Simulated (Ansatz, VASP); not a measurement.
# Zn (Zinc) in two plane-wave programs, part 2 of 2

Aim: how closely do two programs agree when they are given the same cell, functional and k mesh? The cell is taken from a series of runs on this material, whose earlier steps may have relaxed, scaled, displaced or heated it; both programs get it as it stands.

VASP 6.6.1 and Ansatz 0.2.0.

So far: The structure; VASP: zone-centre phonons, PBEsol, pair 1; Ansatz: zone-centre phonons, PBEsol, pair 1; Side by side.

**5. VASP: zone-centre phonons, PBEsol, pair 2**

Level of this step: PBEsol; plane waves and PAW (Zn) (VASP).

Second derivatives magnify differences that forces hide, and they need a tight electronic threshold. The cell compared in this pair holds 27.94 Å³, against 27.37 Å³ for the pair before.

Input file INCAR:

```
SYSTEM = Zn
PREC = Accurate
ENCUT = 500
EDIFF = 1E-08
NELM = 120
ISMEAR = 1
SIGMA = 0.2
LREAL = .FALSE.
ALGO = Normal
GGA = PS
NBANDS = 18
LORBIT = 11
LWAVE = .FALSE.
LCHARG = .FALSE.
ISIF = 2
IBRION = 8
LASPH = .TRUE.
GGA_COMPAT = .FALSE.
KPAR = 2
```

Input file POSCAR:

```
Zn
1.0
    2.5934911554      0.0000000000      0.0000000000
   -1.2967455777      2.2460292251      0.0000000000
    0.0000000000      0.0000000000      4.7971468005
Zn
2
Direct
    0.3333333333      0.6666666667      0.2500000000
    0.6666666667      0.3333333333      0.7500000000
```

Input file KPOINTS:

```
Automatic mesh
0
Gamma
18 18 8
0 0 0
```

The projector-augmented-wave data sets are Zn (PBE family, release 64).

Command:

```bash
> mpirun -np 2 vasp_std
```

Numbers of over 12 decimals in the logs are rounded to 6 here.

The log of the run:

```text
[banner, memory and clock lines left out]
running    2 mpi-ranks, on    1 nodes
[...]
[... a notice as in an earlier step ...]

 LDA part: xc-table for (Slater+PW92), standard interpolation
 POSCAR, INCAR and KPOINTS ok, starting setup
[...]
entering main loop
       N       E                     dE             d eps       ncg     rms          rms(c)
DAV:   1     0.103514438417E+03    0.10351E+03   -0.12234E+04  6916   0.210E+03
DAV:   2     0.513404940431E+00   -0.10300E+03   -0.10024E+03  6718   0.294E+02
DAV:   3    -0.349300674133E+01   -0.40064E+01   -0.39927E+01  7480   0.662E+01
DAV:   4    -0.351297979397E+01   -0.19973E-01   -0.19967E-01  7468   0.473E+00
[...]
DAV:  12    -0.316767295883E+01    0.29004E-06   -0.12145E-08  5090   0.224E-03    0.561E-04
DAV:  13    -0.316767297721E+01   -0.18381E-07   -0.86970E-09  3654   0.162E-03    0.539E-05
DAV:  14    -0.316767297704E+01    0.17008E-09   -0.18797E-09  3578   0.390E-04
   1 F= -.31676730E+01 E0= -.31677455E+01  d E =0.217534E-03
[...]
RMM:   9    -0.199049301956E+00    0.13191E-06    0.42534E-10 54358   0.319E-05    0.166E-06
RMM:  10    -0.199049325611E+00   -0.23655E-07    0.53348E-10 45212   0.151E-05    0.350E-07
RMM:  11    -0.199049330419E+00   -0.48076E-08    0.15630E-10 32100   0.104E-05    0.165E-07
 first order change of Fermi-energy  -0.13114E-04
 force on displaced ion       1 direction 1 :  -0.725  -0.000   0.000
 Linear response progress:
  Degree of freedom:   2/  2
       N       E                     dE             d eps       ncg     rms          rms(c)
RMM:   1    -0.224984165268E+00   -0.22498E+00   -0.68615E-03 13422   0.204E+00
RMM:   2    -0.221821170205E+00    0.31630E-02   -0.13625E-03 13430   0.537E-01    0.525E-02
RMM:   3    -0.221788903391E+00    0.32267E-04   -0.12268E-04 17015   0.768E-02    0.303E-02
RMM:   4    -0.221696191630E+00    0.92712E-04   -0.87034E-05 16978   0.345E-02    0.442E-03
[...]
RMM:   9    -0.221680312752E+00    0.78705E-06   -0.19499E-07 17619   0.673E-05    0.476E-06
RMM:  10    -0.221680354464E+00   -0.41712E-07   -0.92112E-08 17580   0.231E-05    0.121E-06
RMM:  11    -0.221680347799E+00    0.66649E-08   -0.40569E-08 12475   0.120E-05    0.455E-07
 first order change of Fermi-energy  -0.72558E-05
 force on displaced ion       1 direction 3 :  -0.000   0.000  -3.152
 Linear response finished
```

OUTCAR, selected parts (step 5):

```text
  Total        0.3347584      0.3347584      0.2889961      0.0000000     -0.0000000      0.0000000
  in kB       19.1937063     19.1937063     16.5698815      0.0000000     -0.0000000      0.0000000
  external PRESSURE =      18.3190980 kB  Pullay stress =       0.0000000 kB

 POSITION                                       TOTAL-FORCE (eV/Angst)
 -----------------------------------------------------------------------------------
     -0.00000      1.49735      1.19929        -0.000000      0.000000      0.000000
      1.29675      0.74868      3.59786         0.000000      0.000000      0.000000
 -----------------------------------------------------------------------------------
    total drift:                               -0.000000      0.000000      0.000000

[... 1 part as in an earlier step ...]

[... 1 further part left out ...]
```

**6. Ansatz: zone-centre phonons, PBEsol, pair 2**

The same cell, functional, mesh and smearing now go to Ansatz, which takes its cutoff from its data sets.

The cell is taken from a series of runs on this material, whose earlier steps may have relaxed, scaled, displaced or heated it; both programs get it as it stands.

Input file input.yaml:

```yaml
crystal:
  lattice:
    - [2.5934911554, 0.0, 0.0]
    - [-1.2967455777, 2.2460292251, 0.0]
    - [0.0, 0.0, 4.7971468005]
  atoms:
    - { symbol: Zn, position: [0.3333333333, 0.6666666667, 0.25] }
    - { symbol: Zn, position: [0.6666666667, 0.3333333333, 0.75] }
kpoints:
  mp_grid: { grid: [18, 18, 8] }
hamiltonian:
  xc: pbesol
  pseudopotentials: { kind: paw, azcp: { folder: soft_1 }, xc_functional: pbe }
scf:
  occupations: { method: methfessel_paxton, width: 0.2 }
output:
  eigenvalues: true
phonons:
  method: dfpt
```

Command:

```bash
> ansatz run input.yaml --threads 4 --pin off --max-ram 10240MiB --backend cpu --events-out ev --progress --plain --runs-dir out
```

The log of the run:

```text
[...]
Crystal: 2 atoms, lattice volume = 27.944 Å³
Basis set: ecut = 420 eV, 563 PW (Γ), exchange–correlation on 36×36×72 points (8 copies of the dense FFT grid, shifted against one another)
Bands: 16, of which v1, the nominal top of the filled ones, is band 12 counted from 1 (11 counted from 0)
Symmetry: 24 space group operations
k-points: 455 of 2592 (irreducible under 4 space group operations, time reversal used)
[...]
k-point 1: bands = [... 8 lower, 4.7300, 4.9599, 4.9599, 6.9635, 10.5479, 24.8504, 30.6025, 30.6025]
  k-point 2: bands = [... 8 lower, 4.7660, 4.9402, 4.9402, 5.6941, 12.5085, 22.2078, 30.9043, 30.9043]
  k-point 454: bands = [... 8 lower, 5.0280, 5.0280, 9.2767, 9.2767, 16.2566, 16.2566, 17.8853, 17.8853]
[...]
ASR residual: 2.069e-5 → 0.000e0 eV/Å²; symmetrization residual: 4.079e-13 eV/Å²
  ASR residual per site (eV/Å²): 2.07e-5 2.07e-5
  Γ frequencies (cm⁻¹): 0.00 0.00 0.00 78.45 78.45 159.19
[...]
[key lines of the parts left out:]
SCF converged after 8 iterations
Free energy (F): -6561.813213 eV
Fermi energy:    12.286751 eV
```

**7. Differences**

Compared:

| quantity | Ansatz | VASP | difference |
| --- | --- | --- | --- |
| optical mode 1 to 2 (cm⁻¹) | 78.5 | 77.6 | +1.04 % |
| optical mode 3 (cm⁻¹) | 159.2 | 161.9 | -1.68 % |

Modes are paired by rising frequency, not by their patterns, so a pair may set unlike modes beside each other; they are those without the splitting of longitudinal modes.

**8. Outcome**

```
r.m.s. difference of the optical zone-centre modes, each program's sorted by frequency (zone-centre phonons, PBEsol, pair 1) : 1.4 cm⁻¹
difference in optical mode 3 (zone-centre phonons, PBEsol, pair 1)                                                           : -1.3 %
r.m.s. difference of the optical zone-centre modes, each program's sorted by frequency (zone-centre phonons, PBEsol, pair 2) : 1.7 cm⁻¹
difference in optical mode 3 (zone-centre phonons, PBEsol, pair 2)                                                           : -1.7 %
```

In words: The r.m.s. difference of the optical zone-centre modes, each program's sorted by frequency is 1.4 cm⁻¹ (zone-centre phonons, PBEsol, pair 1). Among the rows given in per cent, the largest difference of the zone-centre phonons, PBEsol, pair 1 pair is in optical mode 3, -1.3 %. Among the rows given in per cent, the largest difference of the zone-centre phonons, PBEsol, pair 2 pair is in optical mode 3, -1.7 %. How closely two codes agree says nothing of how well the functional describes the real material.

[Lines on the potential files, build, host, timing and source positions are cut from VASP's logs without a mark.]

[Logs are printed without paths, hosts, clocks, repeated set-up lines and the standing remarks that a program may print on its own settings, such as how far it seeks lower states.]

[Hosts, paths, dates, database ids (printed as entryN), source tags and the programs' standing remarks are cut or masked in the printed files.]
